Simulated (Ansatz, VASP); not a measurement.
**Cross-check of Ta (generalised stacking fault on (110) of Ta) between VASP and Ansatz**

One calculation is typed for both programs; each brings its own data sets. How far apart do they land? The cell is taken from a series of runs on this material, whose earlier steps may have relaxed, scaled, displaced or heated it; both programs get it as it stands.

Main program and level: Ansatz 0.2.0; plane waves, with VASP 6.6.1 beside it; single point at PBEsol.

## Step 1: Set-up

The cell holds 12 atoms: 12 Ta. Its edges and angles: a = 2.875 Å, b = 2.875 Å, c = 28.236 Å, α = 91.3°, β = 86.1°, γ = 109.5°. It derives from Ta. 48 atoms of Ta, stacked on (1 1 0); one fault a cell: the periodic image above is shifted rigidly by 1.917 A along the in-plane vector of length 2.875 A (1/2<111>); atoms relaxed along the normal alone with the MACE-MP-0b2 potential. Lattice constants are starting values near those of PBE. Folded to one surface cell (a quarter of the atoms). The structure's axis is c.

## Step 2: Ansatz: single point, PBEsol, pair 1

Ansatz runs on its default PAW (the set named soft_2) files.

A single point gives forces, pressure and levels at one fixed geometry, so differences don't come from the geometry; what else differs is listed under the comparison.

input.yaml reads:

```yaml
crystal:
  lattice:
    - [2.8752, 0.0, 0.0]
    - [-0.9584, 2.71077, 0.0]
    - [1.9168, 0.0, 28.17113]
  atoms:
    - { symbol: Ta, position: [0.88027, 0.0, 0.17959] }
    - { symbol: Ta, position: [0.32502, 0.5, 0.26247] }
    - { symbol: Ta, position: [0.76996, 0.0, 0.34505] }
    - { symbol: Ta, position: [0.21449, 0.5, 0.42825] }
    - { symbol: Ta, position: [0.65915, 0.0, 0.51128] }
    - { symbol: Ta, position: [0.10381, 0.5, 0.59429] }
    - { symbol: Ta, position: [0.54843, 0.0, 0.67735] }
    - { symbol: Ta, position: [0.99309, 0.5, 0.76036] }
    - { symbol: Ta, position: [0.43775, 0.0, 0.84339] }
    - { symbol: Ta, position: [0.88228, 0.5, 0.92659] }
    - { symbol: Ta, position: [0.32722, 0.0, 0.00917] }
    - { symbol: Ta, position: [0.77197, 0.5, 0.09205] }
kpoints:
  mp_grid: { grid: [10, 10, 1] }
hamiltonian:
  xc: pbesol
scf:
  occupations: { method: fermi_dirac, width: 0.1 }
output:
  forces: true
```

On the command line:

```sh
ansatz run input.yaml --threads 6 --pin off --max-ram 102400MiB --backend cuda --events-out ev --progress --plain --runs-dir out
```

Numbers of over 12 decimals in the logs are rounded to 6 here.

Log:

```text
Engine: ansatz 0.2.0, x86_64-unknown-linux-gnu
Pseudopotentials: kind: paw
Pseudopotential: Ta, paw, valence charge 13, recommended cutoff 420 eV (normal), Ta.paw.azcp
Functional definition: PBEsol
  exchange = pbesol_x
  correlation = pbesol_c
device memory: the entry about to start is reckoned to put 10.0 GiB on a device that reports 78.0 GiB free
GPU FFT provider: cuFFT
GPU libraries: cuBLAS 13.8.2, cuFFT 12.4.0, cuSOLVER 12.3.4
Crystal: 12 atoms, lattice volume = 219.566 Å³
Basis set: ecut = 420 eV, 4299 PW (Γ), exchange–correlation on 40×40×384 points (8 copies of the dense FFT grid, shifted against one another)
Bands: 94, of which v1, the nominal top of the filled ones, is band 78 counted from 1 (77 counted from 0)
Symmetry: 2 space group operations
Space group: P-1 (ITA 2), of the structure as read, at distance tolerance 6.0e-5 Å
k-points: 52 of 100
Non-local potential: Ta, projectors of the file, l = 0: 3, l = 1: 2, l = 2: 2, l = 3: 1
PAW form: soft (Blöchl's): semilocal exchange-correlation on the pseudo side does not see the compensation charge
PAW frozen core: Ta, regenerated for the run's functional, and the local potential with it (the file was generated under x = pbe(κ = 0.804, μ = 0.219515), c = pbe(β = 0.066725))
PAW one-centre angular grid: Ta, 590 points (default); XC on 64 Gauss nodes
Initial density: superposition of atomic densities (neutral atoms: chi_scale 0, normalization atom), corrected by the library's trained network
Initial wavefunctions: pseudopotential atomic-orbital guess
GPU buffer pool allocated for 76800 grid points (all kernels)
GPU transforms: local potential and band sums: pruned to the plane-wave sphere, on 20×20×192
Functional: x = pbesol(κ = 0.804, μ = 0.123457), c = pbesol(β = 0.046)
SCF iter   1: F=—  HF=-117677.818135 eV  |F-HF|=—  |Δ(HF+E_count)|=         —  Δρ=4.97e-3  dr2=4.70e0  ethr=1.77e-3  ⟨swp⟩=5.8  Hψ=19616  notcnv=0
preconditioner: auto → Kerker (q_TF=auto, 2.577 Å⁻¹)  [metal: Δε(μ)=0.008 eV  Ē_g=4.173 eV  σ=0.100 eV  W_gap=0.02  n_scr=64 (ndim 8)  ℏωp=19.4 eV  f_vac=0.000  D(μ)=15.03/eV (n_scr^D=164)]
SCF iter   2: F=—  HF=-117677.794884 eV  |F-HF|=—  |Δ(HF+E_count)|=   2.33e-2  Δρ=2.52e-3  dr2=1.08e0  ethr=1.77e-3  ⟨swp⟩=1.0  Hψ=5669  notcnv=0
SCF iter   3: F=—  HF=-117677.788518 eV  |F-HF|=—  |Δ(HF+E_count)|=   6.37e-3  Δρ=4.87e-4  dr2=1.46e-3  ethr=6.90e-4  ⟨swp⟩=1.0  Hψ=4888  notcnv=0
SCF iter   4: F=—  HF=-117677.787507 eV  |F-HF|=—  |Δ(HF+E_count)|=   1.01e-3  Δρ=8.55e-5  dr2=8.25e-5  ethr=9.38e-7  ⟨swp⟩=2.0  Hψ=5826  notcnv=0
SCF iter   5: F=—  HF=-117677.788339 eV  |F-HF|=—  |Δ(HF+E_count)|=   8.33e-4  Δρ=2.57e-5  dr2=2.06e-6  ethr=5.29e-8  ⟨swp⟩=1.8  Hψ=5472  notcnv=0
SCF iter   6: F=-117677.788339 eV  HF=-117677.788339 eV  |F-HF|=4.79e-8  |Δ(HF+E_count)|=   4.26e-7  Δρ=4.90e-6  dr2=7.63e-8  ethr=6.41e-11  ⟨swp⟩=5.0  Hψ=18529  notcnv=0
SCF 1 converged in 6 iterations: F = -117677.788339 eV  dr2 = 7.63e-8
  greatest PAW one-centre occupation: 1.000 electrons in one spin orbital (limit 2), on the Ta atom at site 10 (counted from 0), in its partial waves of l = 0
SCF converged after 6 iterations
Free energy (F): -117677.788339 eV
Harris-Foulkes:  -117677.788339 eV  (|F-HF|=4.79e-8)
Internal energy: -117677.284441 eV  (E = F + TS)
E sigma→0 (E₀):  -117677.536390 eV
Entropy (-TS):   -0.503898 eV (-41.992 meV/atom)
Fermi energy:    18.172258 eV
--- Per-component energies (eV) ---
  E_band       = -1317.160441
  E_kinetic    = 4385.816771
  E_local      = -6741.599897  (includes V_loc(G=0)·N_el)
  E_nonlocal   = 208.536545
  E_hartree    = 2325.968733
  E_xc         = -2600.322500
  E_vxc        = -2441.184520  (∫ρ·V_xc dr)
  E_paw        = -99269.414620  (= ΣΔE_a)
  E_vpaw       = -1380.655442  (= ΣTr[D̂ρ^β])
  E_aug_tail   = 0.001554  (compensation charges beyond the density's cutoff)
  E_ewald      = -15988.834784
  E_core_change = 2.563758  (= ΣΔE_core)
  E_smearing   = -0.503898  (= −TS)
  E_closure    = -0.000000  (closes the sum)
  Σ components = -117677.788339   (vs F -117677.788339, Δ=0.00e0)
--- Forces (eV/Å), atoms counted from 1 ---
  atom   1  Ta     0.29910592     0.20962016     0.03201981
  atom   2  Ta    -0.05491263    -0.09996718     0.00293243
  atom   3  Ta     0.00102861     0.02680570    -0.01025527
  atom   4  Ta     0.00786066    -0.00835154     0.00300971
  atom   5  Ta    -0.00543499    -0.00026652    -0.00128497
  atom   6  Ta     0.00713576     0.00505657     0.00259759
  atom   7  Ta    -0.00713576    -0.00505657    -0.00259759
  atom   8  Ta     0.00543499     0.00026652     0.00128497
  atom   9  Ta    -0.00786066     0.00835154    -0.00300971
  atom  10  Ta    -0.00102861    -0.02680570     0.01025527
  atom  11  Ta     0.05491263     0.09996718    -0.00293243
  atom  12  Ta    -0.29910592    -0.20962016    -0.03201981
  max |Σ_I F_I| component: 0.00e0 eV/Å
```

In the SCF lines HF is the Harris–Foulkes energy and dr2 the Hartree energy of the density residual, in eV; the loop may stop once dr2 is under the threshold and the program's other checks hold. Hψ counts applications of the Hamiltonian.

## Step 3: VASP: single point, PBEsol, pair 1

The same cell, functional, mesh and smearing now go to VASP, with its own data sets.

Lines of VASP's logs that name or quote its potential files are left out, and so is its time.

INCAR reads:

```
SYSTEM = Ta
PREC = Accurate
ENCUT = 400
EDIFF = 1E-06
NELM = 120
ISMEAR = -1
SIGMA = 0.1
LREAL = .FALSE.
ALGO = Normal
GGA = PS
NBANDS = 81
LASPH = .TRUE.
LORBIT = 11
LWAVE = .FALSE.
LCHARG = .FALSE.
ISIF = 2
GGA_COMPAT = .FALSE.
KPAR = 2
```

POSCAR reads:

```
Ta
1.0
    2.8752000000      0.0000000000      0.0000000000
   -0.9584000000      2.7107700000      0.0000000000
    1.9168000000      0.0000000000     28.1711300000
Ta
12
Direct
    0.8802700000      0.0000000000      0.1795900000
    0.3250200000      0.5000000000      0.2624700000
    0.7699600000      0.0000000000      0.3450500000
    0.2144900000      0.5000000000      0.4282500000
    0.6591500000      0.0000000000      0.5112800000
    0.1038100000      0.5000000000      0.5942900000
    0.5484300000      0.0000000000      0.6773500000
    0.9930900000      0.5000000000      0.7603600000
    0.4377500000      0.0000000000      0.8433900000
    0.8822800000      0.5000000000      0.9265900000
    0.3272200000      0.0000000000      0.0091700000
    0.7719700000      0.5000000000      0.0920500000
```

KPOINTS reads:

```
Automatic mesh
0
Gamma
10 10 1
0 0 0
```

The projector-augmented-wave data sets are Ta_pv (PBE family, release 64).

On the command line:

```sh
mpirun -np 2 vasp_std
```

Log:

```text
[banner, memory and clock lines left out]
running    2 mpi-ranks, on    1 nodes
 distrk:  each k-point on    1 cores,    2 groups
 distr:  one band on    1 cores,    1 groups

 POSCAR found type information on POSCAR Ta
 POSCAR found :  1 types and      12 ions
|                                                                             |
|               ----> ADVICE to this user running VASP <----                  |
|                                                                             |
|     You enforced a specific xc type in the INCAR file but a different       |
|     [... a line on the potential file left out ...]
|     I HOPE YOU KNOW WHAT YOU ARE DOING!                                     |
|                                                                             |

 LDA part: xc-table for (Slater+PW92), standard interpolation
 POSCAR, INCAR and KPOINTS ok, starting setup
 FFT: planning ... GRIDC
 FFT: planning ... GRID_SOFT
 FFT: planning ... GRID
 WAVECAR not read
 entering main loop
       N       E                     dE             d eps       ncg     rms          rms(c)
DAV:   1     0.128470553025E+04    0.12847E+04   -0.62872E+04  8448   0.142E+03
DAV:   2    -0.853184351723E+02   -0.13700E+04   -0.13312E+04  8984   0.468E+02
DAV:   3    -0.154544975914E+03   -0.69227E+02   -0.65224E+02 10500   0.912E+01
DAV:   4    -0.156715463703E+03   -0.21705E+01   -0.21197E+01  9976   0.140E+01
DAV:   5    -0.156791799666E+03   -0.76336E-01   -0.76009E-01 10776   0.217E+00    0.468E+01
DAV:   6    -0.162995360391E+03   -0.62036E+01   -0.48633E+01 12047   0.362E+01    0.266E+01
DAV:   7    -0.474101015002E+03   -0.31111E+03   -0.29593E+03 13055   0.942E+01    0.731E+01
DAV:   8    -0.210605940431E+03    0.26350E+03   -0.41674E+02 10354   0.474E+01    0.307E+01
DAV:   9    -0.149327525169E+03    0.61278E+02   -0.25259E+02 11904   0.270E+01    0.144E+01
DAV:  10    -0.150174851985E+03   -0.84733E+00   -0.11886E+02 11000   0.198E+01    0.669E+00
DAV:  11    -0.150552060182E+03   -0.37721E+00   -0.16339E+01 10600   0.121E+01    0.421E+00
DAV:  12    -0.150657018908E+03   -0.10496E+00   -0.25295E+00 10320   0.605E+00    0.431E+00
DAV:  13    -0.150701795926E+03   -0.44777E-01   -0.23692E-01 10744   0.185E+00    0.399E+00
DAV:  14    -0.150581195046E+03    0.12060E+00   -0.97115E-02 10240   0.136E+00    0.283E+00
[...]
DAV:  20    -0.150422299212E+03    0.29377E-03   -0.30683E-03  9680   0.215E-01    0.261E-01
DAV:  21    -0.150422098821E+03    0.20039E-03   -0.27207E-04 10784   0.594E-02    0.250E-01
DAV:  22    -0.150421321376E+03    0.77744E-03   -0.15223E-03 10384   0.189E-01    0.702E-02
DAV:  23    -0.150421253006E+03    0.68369E-04   -0.42159E-04 10824   0.845E-02    0.371E-02
DAV:  24    -0.150421257404E+03   -0.43982E-05   -0.53941E-05  9488   0.273E-02    0.371E-02
DAV:  25    -0.150421248579E+03    0.88254E-05   -0.20948E-05 10304   0.286E-02    0.190E-02
DAV:  26    -0.150421246478E+03    0.21006E-05   -0.11478E-05 10312   0.180E-02    0.117E-02
DAV:  27    -0.150421246322E+03    0.15620E-06   -0.16306E-06  6072   0.605E-03
   1 F= -.15042125E+03 E0= -.15016919E+03  d E =-.504113E+00
```

Parts of OUTCAR (step 3):

```text
ion  position               nearest neighbor table
   1  0.880  0.000  0.180-  12 2.81   2 2.86   2 2.86  12 2.97   2 3.31   2 3.31  12 3.40
   2  0.325  0.500  0.262-   3 2.86   3 2.86   1 2.86   1 2.86   3 3.31   3 3.31   1 3.31   1 3.31

  LATTYP: Found a triclinic cell.
 ALAT       =     2.8752000000
 B/A-ratio  =     1.0000017850
 C/A-ratio  =     9.8036407827
 COS(alpha) =     0.0113336377
 COS(beta)  =     0.0340009738
 COS(gamma) =     0.3333327383

 Subroutine GETGRP returns: Found  2 space group operations
 (whereof  1 operations were pure point group operations)

The static configuration has the point symmetry C_1 .
 The point group associated with its full space group is S_2 .

 Found     52 irreducible k-points:

   k-points           NKPTS =     52   k-points in BZ     NKDIM =     52   number of bands    NBANDS=     81

   dimension x,y,z NGX =    20 NGY =   20 NGZ =  192
   dimension x,y,z NGXF=    40 NGYF=   40 NGZF=  384

   ENCUT  =  400.0 eV  29.40 Ry    5.42 a.u.   4.69  4.69 46.05*2*pi/ulx,y,z

   NELECT =     132.0000    total number of electrons

 k-points in reciprocal lattice and weights: Automatic mesh
   0.00000000  0.00000000  0.00000000       0.010
   0.10000000  0.00000000 -0.00000000       0.020
   0.20000000  0.00000000 -0.00000000       0.020
   0.30000000 -0.00000000  0.00000000       0.020
   0.40000000  0.00000000 -0.00000000       0.020
   0.50000000 -0.00000000  0.00000000       0.010
   0.00000000  0.10000000  0.00000000       0.020
   0.10000000  0.10000000 -0.00000000       0.020
   0.20000000  0.10000000 -0.00000000       0.020
[...]
0.40000000  0.50000000 -0.00000000       0.020
   0.50000000  0.50000000  0.00000000       0.010

 average (electrostatic) potential at core
       1 -36.5756       2 -36.4228       3 -36.3851       4 -36.3983       5 -36.3924
       6 -36.3956       7 -36.3956       8 -36.3924       9 -36.3983      10 -36.3851
      11 -36.4228      12 -36.5756

 E-fermi :   5.2255

 k-point     1 :       0.0000    0.0000    0.0000
  band No.  band energies     occupation
    ...
     56       4.7930      1.97387
     57       5.1193      1.48602
     58       5.1562      1.33314
     59       5.1924      1.16382
     60       5.2367      0.94388
     61       5.3838      0.34081
     62       5.4642      0.16826
     63       5.6017      0.04541
     64       5.6341      0.03305
     65       5.7778      0.00796
    ...

 k-point     2 :       0.1000    0.0000   -0.0000
  band No.  band energies     occupation
    ...
     58       4.9049      1.92209
     59       4.9836      1.83648
     60       5.0023      1.80612
     61       5.2088      1.08299
     62       5.2652      0.80422
     63       5.4133      0.26513
     64       5.4841      0.14011
     65       5.5784      0.05699
     66       5.6001      0.04614
     67       5.6321      0.03372
    ...

 k-point     3 :       0.2000    0.0000   -0.0000
  band No.  band energies     occupation
    ...
     64       4.9915      1.82419
     65       5.0648      1.66595
     66       5.1362      1.41909
     67       5.2162      1.04648
     68       5.2309      0.97278
     69       5.3520      0.44028
     70       5.3687      0.38545
     71       5.4070      0.28006
     72       6.0596      0.00048
     73       7.0449      0.00000
    ...

  Total       -8.1368542     -7.6155855     -7.2650664     -0.8526636      0.0246157      0.4816097
  in kB      -59.3747944    -55.5710861    -53.0133405     -6.2219038      0.1796216      3.5143163
  external PRESSURE =     -55.9864070 kB  Pullay stress =       0.0000000 kB

  energy-cutoff  :      400.00
  volume of cell :      219.57
      direct lattice vectors                 reciprocal lattice vectors
     2.875200000  0.000000000  0.000000000     0.347801892  0.122966291 -0.023664889
    -0.958400000  2.710770000  0.000000000     0.000000000  0.368898874  0.000000000
     1.916800000  0.000000000 28.171130000     0.000000000  0.000000000  0.035497334

 POSITION                                       TOTAL-FORCE (eV/Angst)
 -----------------------------------------------------------------------------------
      2.87519      0.00000      5.05925         0.297462      0.210372      0.031547
      0.95840      1.35539      7.39408        -0.054521     -0.099537      0.002847
      2.87518      0.00000      9.72045         0.001259      0.026937     -0.009911
      0.95837      1.35539     12.06429         0.007973     -0.008338      0.003195
      2.87521      0.00000     14.40334        -0.005488     -0.000249     -0.001376
      0.95841      1.35539     16.74182         0.006977      0.005066      0.002579
      2.87519      0.00000     19.08171        -0.006977     -0.005066     -0.002579
      3.83359      1.35539     21.42020         0.005488      0.000249      0.001376
      2.87523      0.00000     23.75925        -0.007973      0.008338     -0.003195
      3.83362      1.35539     26.10309        -0.001259     -0.026937      0.009911
      0.95840      0.00000      0.25833         0.054521      0.099537     -0.002847
      1.91681      1.35539      2.59315        -0.297462     -0.210372     -0.031547
 -----------------------------------------------------------------------------------
    total drift:                                0.000006     -0.000003      0.000011

  FREE ENERGIE OF THE ION-ELECTRON SYSTEM (eV)
  ---------------------------------------------------
  free  energy   TOTEN  =      -150.4212463223 eV

  energy  without entropy=     -149.9171334989  energy(sigma->0) =     -150.16918991

 total charge
# of ion       s       p       d       tot
------------------------------------------
    1        0.372   6.157   2.367   8.897
    2        0.368   6.168   2.380   8.916
    3        0.367   6.170   2.376   8.913
    4        0.367   6.169   2.370   8.907
    5        0.368   6.170   2.372   8.910
    6        0.368   6.169   2.372   8.909
    7        0.368   6.169   2.372   8.909
    8        0.368   6.170   2.372   8.910
    9        0.367   6.169   2.370   8.907
   10        0.367   6.170   2.376   8.913
   11        0.368   6.168   2.380   8.916
   12        0.372   6.157   2.367   8.897
--------------------------------------------------
tot          4.421  74.007  28.476 106.904

[... 3 further parts left out ...]
```

The run ends at a pressure of -5.60 GPa, with forces up to 0.37 eV/Å.

## Step 4: Comparison

Known differences besides the potentials themselves: the data sets hold 156 valence electrons in Ansatz (on its default PAW (the set named soft_2) files) and 132 in VASP; the cutoff is 420 eV in Ansatz and 400 eV in VASP; Ansatz makes its cores anew for this functional, VASP keeps those of its PBE data sets. Total energies have different zeros and are not compared.

Forces on 7 of the 12 atoms, those with the largest forces and the largest differences (eV/Å; atoms numbered as in POSCAR):

| atom | Ansatz x, y, z | VASP x, y, z |
| --- | --- | --- |
| Ta1 | 0.299, 0.210, 0.032 | 0.297, 0.210, 0.032 |
| Ta2 | -0.055, -0.100, 0.003 | -0.055, -0.100, 0.003 |
| Ta3 | 0.001, 0.027, -0.010 | 0.001, 0.027, -0.010 |
| Ta9 | -0.008, 0.008, -0.003 | -0.008, 0.008, -0.003 |
| Ta10 | -0.001, -0.027, 0.010 | -0.001, -0.027, 0.010 |
| Ta11 | 0.055, 0.100, -0.003 | 0.055, 0.100, -0.003 |
| Ta12 | -0.299, -0.210, -0.032 | -0.297, -0.210, -0.032 |

The forces differ by 0.5 meV/Å r.m.s., which is 0.5 % of the r.m.s. force of 0.091 eV/Å (both taken over all components).

(Part 1 of 2 ends here.)

[Lines on the potential files, build, host, timing and source positions are cut from VASP's logs without a mark.]

[Logs are printed without paths, hosts, clocks, repeated set-up lines and the standing remarks that a program may print on its own settings, such as how far it seeks lower states.]

[Hosts, paths, dates, database ids (printed as entryN), source tags and the programs' standing remarks are cut or masked in the printed files.]
